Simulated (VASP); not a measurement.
Output of a VASP run:

### OSZICAR
```
       N       E                     dE             d eps       ncg     rms          rms(c)
DAV:   1     0.921818707813E+02    0.92182E+02   -0.83994E+03  2672   0.131E+03
DAV:   2    -0.778070156265E+01   -0.99963E+02   -0.96828E+02  2889   0.341E+02
DAV:   3    -0.903738122485E+01   -0.12567E+01   -0.12428E+01  3054   0.382E+01
DAV:   4    -0.904109296622E+01   -0.37117E-02   -0.37108E-02  2885   0.235E+00
DAV:   5    -0.904111203382E+01   -0.19068E-04   -0.19067E-04  3093   0.167E-01    0.149E+01
DAV:   6    -0.847244619052E+01    0.56867E+00   -0.10040E+00  2823   0.120E+01    0.407E+00
DAV:   7    -0.839153429163E+01    0.80912E-01   -0.20409E-01  3060   0.504E+00    0.936E-01
DAV:   8    -0.838706509737E+01    0.44692E-02   -0.46244E-03  2790   0.948E-01    0.212E-01
DAV:   9    -0.838713310263E+01   -0.68005E-04   -0.10466E-04  3096   0.139E-01    0.871E-02
DAV:  10    -0.838714620408E+01   -0.13101E-04   -0.14904E-05  2820   0.498E-02    0.200E-03
DAV:  11    -0.838714628955E+01   -0.85471E-07   -0.69374E-08  1797   0.366E-03
   1 F= -.83871463E+01 E0= -.83868794E+01  d E =-.838715E+01
```

OUTCAR:
```
------------------------ aborting loop because EDIFF is reached ----------------------------------------
  FORCE on cell =-STRESS in cart. coord.  units (eV):
  Direction    XX          YY          ZZ          XY          YZ          ZX
  --------------------------------------------------------------------------------------
  Total       -0.0039367     -0.0039367     -0.0039367      0.0000000      0.0000000      0.0000000
  in kB       -0.4035874     -0.4035874     -0.4035874      0.0000000      0.0000000      0.0000000
  external PRESSURE =      -0.4035874 kB  Pullay stress =       0.0000000 kB
  volume of cell :       15.63
      direct lattice vectors                 reciprocal lattice vectors
    -1.575000000  1.575000000  1.575000000     0.000000000  0.317460317  0.317460317
     1.575000000 -1.575000000  1.575000000     0.317460317  0.000000000  0.317460317
     1.575000000  1.575000000 -1.575000000     0.317460317  0.317460317  0.000000000
 POSITION                                       TOTAL-FORCE (eV/Angst)
 -----------------------------------------------------------------------------------
      0.00000      0.00000      0.00000         0.000000     -0.000000     -0.000000
 -----------------------------------------------------------------------------------
    total drift:                                0.000000     -0.000000      0.000000
  FREE ENERGIE OF THE ION-ELECTRON SYSTEM (eV)
  ---------------------------------------------------
  free  energy   TOTEN  =        -8.3871462895 eV

  energy  without entropy=       -8.3863456651  energy(sigma->0) =       -8.38687941

 reached required accuracy - stopping structural energy minimisation
```
(Selected blocks of OUTCAR.)

File POSCAR:
```
Mo
1
   -1.5750000000     1.5750000000     1.5750000000
    1.5750000000    -1.5750000000     1.5750000000
    1.5750000000     1.5750000000    -1.5750000000
Mo
1
Direct
  0.0000000000   0.0000000000   0.0000000000
```

Problem. Reconstruct the remaining input files.

Solution. One answer among several that fit: the input of the run itself, rev-vdW-DF2, plane waves, VASP's PBE PAW potentials (set 64).

**KPOINTS**
```
K-points
0
G
15 15 15
0 0 0
```

INCAR:
```
# general
SYSTEM    =  Mo
PREC      =  Accurate
ENCUT     =  520
LREAL     =  .FALSE.   # projection in real space or not
LASPH     =  .TRUE.   # aspherical one-centre terms

# electronic loop
EDIFF     =  1E-6
NELM      =  100   # most electronic steps
ALGO      =  Normal
LMAXMIX   =  4

# smearing
ISMEAR    =  1
SIGMA     =  0.1   # width (eV)

# functional
GGA       =  MK
LUSE_VDW  =  .TRUE.
AGGAC     =  0.0
PARAM1    =  0.1234568
PARAM2    =  0.7114
ZAB_VDW   =  -1.8867

# ions
IBRION    =  2   # conjugate gradients
NSW       =  60
ISIF      =  3
EDIFFG    =  -0.01   # ionic stop

# output
LWAVE     =  .FALSE.
LCHARG    =  .FALSE.
```

POTCAR, in this order: Mo_sv (PBE.64 set). Program: vasp_std.

The compound is Mo in the bcc structure. The cell was not relaxed at this level.
